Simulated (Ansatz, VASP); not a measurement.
# BaY in two plane-wave programs, part 2 of 2

Aim: how closely do two programs agree when they are given the same cell, functional and k mesh? The cell is invented: other elements were put on sites of a known structure type. It may not be a known or stable phase. The cell is taken from a series of VASP runs on this material, whose earlier steps may have relaxed, scaled or displaced it; both programs get it as it stands. Other levels of theory on this material are compared in a session of their own.

VASP 6.6.1 and Ansatz 0.2.0.

So far. Step 3 (VASP: band structure, revPBE): The run ends at a pressure of 0.01 GPa.

## Step 6: VASP: band structure, revPBE, spin-orbit coupling

Level of this step: revPBE, spin-orbit coupling; plane waves and PAW (Ba_sv, Y_sv); invented cell (VASP).

The same cell, functional, mesh and smearing now go to VASP, with its own data sets and cutoff.

The input, INCAR:

```
SYSTEM = BaY
PREC = Accurate
ENCUT = 400
EDIFF = 1E-06
NELM = 100
ISMEAR = 1
SIGMA = 0.2
LREAL = .FALSE.
ALGO = Normal
GGA = RE
LNONCOLLINEAR = .TRUE.
MAGMOM = 0 0 0 0 0 0
NBANDS = 32
GGA_COMPAT = .FALSE.
LASPH = .TRUE.
LSORBIT = .TRUE.
LMAXMIX = 4
LORBIT = 11
LWAVE = .FALSE.
LCHARG = .FALSE.
```

The input, POSCAR:

```
BaY
1.0
    4.4888633200      0.0000000000      0.0000000000
    0.0000000000      4.4888633200      0.0000000000
    0.0000000000      0.0000000000      4.4888633200
Ba Y
1 1
Direct
    0.0000000000      0.0000000000      0.0000000000
    0.5000000000      0.5000000000      0.5000000000
```

The input, KPOINTS:

```
Automatic mesh
0
Gamma
4 4 4
0 0 0
```

The input, KPOINTS_OPT:

```
Line mode
16
Line-mode
Reciprocal
  0.00000000   0.00000000   0.00000000 GAMMA
  0.00000000   0.50000000   0.00000000 X

  0.00000000   0.50000000   0.00000000 X
  0.50000000   0.50000000   0.00000000 M

  0.50000000   0.50000000   0.00000000 M
  0.00000000   0.00000000   0.00000000 GAMMA

  0.00000000   0.00000000   0.00000000 GAMMA
  0.50000000   0.50000000   0.50000000 R

  0.50000000   0.50000000   0.50000000 R
  0.00000000   0.50000000   0.00000000 X

  0.50000000   0.50000000   0.00000000 M
  0.50000000   0.50000000   0.50000000 R
```

Potentials, in the order of the species: Ba_sv and Y_sv (PBE family, release 64).

On the command line:

```
$ mpirun -np 1 vasp_ncl
```

Numbers of over 12 decimals in the logs are rounded to 6 here.

The program printed:

```text
[banner, memory and clock lines left out]
running    1 mpi-ranks, on    1 nodes
[...]
[... a notice as in an earlier step ...]

 LDA part: xc-table for (Slater+PW92), standard interpolation
 POSCAR, INCAR and KPOINTS ok, starting setup
[...]
entering main loop
       N       E                     dE             d eps       ncg     rms          rms(c)
DAV:   1     0.117632615063E+03    0.11763E+03   -0.83224E+03   664   0.965E+02
DAV:   2     0.105006775819E+01   -0.11658E+03   -0.11291E+03   824   0.243E+02
DAV:   3    -0.775189662784E+01   -0.88020E+01   -0.86172E+01   984   0.508E+01
DAV:   4    -0.822607619963E+01   -0.47418E+00   -0.47324E+00  1016   0.983E+00
[...]
DAV:  13    -0.738731939214E+01    0.72057E-05   -0.17602E-05   832   0.242E-02    0.133E-02
DAV:  14    -0.738731713068E+01    0.22615E-05   -0.11918E-05   784   0.181E-02    0.701E-03
DAV:  15    -0.738731769111E+01   -0.56043E-06   -0.70758E-07   592   0.523E-03
   1 F= -.73873177E+01 E0= -.73840476E+01  d E =-.981040E-02  mag=     0.0000    -0.0000     0.0000
 Start KPOINTS_OPT (optional k-point list driver)
k-point batch [1-10\96]
       N       E                     dE             ncg
DAV:   1    -0.193593126323E+04   -0.23633E+04      640
DAV:   2    -0.314473458234E+04   -0.12088E+04      832
DAV:   3    -0.324299966896E+04   -0.98265E+02     1024
DAV:   4    -0.324847456855E+04   -0.54749E+01     1024
DAV:   5    -0.324861601458E+04   -0.14145E+00      936
DAV:   6    -0.324861907688E+04   -0.30623E-02     1016
DAV:   7    -0.324861914975E+04   -0.72874E-04      856
DAV:   8    -0.324861915147E+04   -0.17115E-05      760
DAV:   9    -0.324861915152E+04   -0.57762E-07      608
[...]
k-point batch [91-96\96]
       N       E                     dE             ncg
DAV:   1     0.105085559651E+04   -0.49358E+04      400
DAV:   2     0.428132012663E+03   -0.62272E+03      472
DAV:   3     0.377799779425E+03   -0.50332E+02      584
DAV:   4     0.375319152189E+03   -0.24806E+01      600
DAV:   5     0.375239917061E+03   -0.79235E-01      536
DAV:   6     0.375238613034E+03   -0.13040E-02      576
DAV:   7     0.375238562873E+03   -0.50161E-04      568
DAV:   8     0.375238562031E+03   -0.84154E-06      472
```

OUTCAR, selected parts (step 6):

```text
  Total        0.1732913      0.1732913      0.1732913      0.0000000      0.0000000     -0.0000000
  in kB        3.0695742      3.0695742      3.0695742      0.0000000      0.0000000     -0.0000000
  external PRESSURE =       3.0695742 kB  Pullay stress =       0.0000000 kB

  FREE ENERGIE OF THE ION-ELECTRON SYSTEM (eV)
  ---------------------------------------------------
  free  energy   TOTEN  =        -7.3873176911 eV

  energy  without entropy=       -7.3775072864  energy(sigma->0) =       -7.38404756

 magnetization (x)
# of ion       s       p       d       f       tot
--------------------------------------------------
    1        0.000   0.000   0.000   0.000   0.000
    2       -0.000   0.000   0.000   0.000  -0.000
--------------------------------------------------
tot         -0.000   0.000   0.000   0.000  -0.000

 magnetization (y)
# of ion       s       p       d       f       tot
--------------------------------------------------
    1        0.000   0.000   0.000   0.000   0.000
    2       -0.000  -0.000   0.000   0.000  -0.000
--------------------------------------------------
tot         -0.000  -0.000   0.000   0.000  -0.000

 magnetization (z)
# of ion       s       p       d       f       tot
--------------------------------------------------
    1        0.000  -0.000  -0.000   0.000  -0.000
    2        0.000  -0.000  -0.000   0.000   0.000
--------------------------------------------------
tot          0.000  -0.000  -0.000   0.000  -0.000

[... 2 parts as in an earlier step ...]

[... 2 further parts left out ...]
[key lines of the parts left out:]
E-fermi :   2.3344
```

The run ends at a pressure of 0.31 GPa.

## Step 7: Comparison

What differs besides the data sets and the points named for the pairs above, as far as they apply: spin-orbit coupling enters by fully relativistic files in Ansatz and inside the spheres in VASP. Total energies have different zeros and are not compared.

Compared:

```
      quantity  Ansatz  VASP  difference
pressure (GPa)    0.23  0.31       -0.08
```

Levels from 3 eV below to 2 eV above the Fermi level differ by 16 meV r.m.s. and 42 meV at most; each VASP level is matched to the nearest of Ansatz, which flatters the figure a little.

## Step 8: Results

```
r.m.s. difference of levels near the Fermi level (band structure, revPBE)                      : 22 meV
r.m.s. difference of levels near the Fermi level (band structure, revPBE, spin-orbit coupling) : 16 meV
```

The r.m.s. difference of levels near the Fermi level is 22 meV (band structure, revPBE), within the 80 meV picked in this series as the mark of a large difference. 3 further runs of this series are not shown here. Such differences can come from data sets, numerical settings and the points named under the comparisons, not from the functional's error against experiment.

[Lines on the potential files, build, host, timing and source positions are cut from VASP's logs without a mark.]

[Logs are printed without paths, hosts, clocks, repeated set-up lines and the standing remarks that a program may print on its own settings, such as how far it seeks lower states.]

[Hosts, paths, dates, database ids (printed as entryN), source tags and the programs' standing remarks are cut or masked in the printed files.]
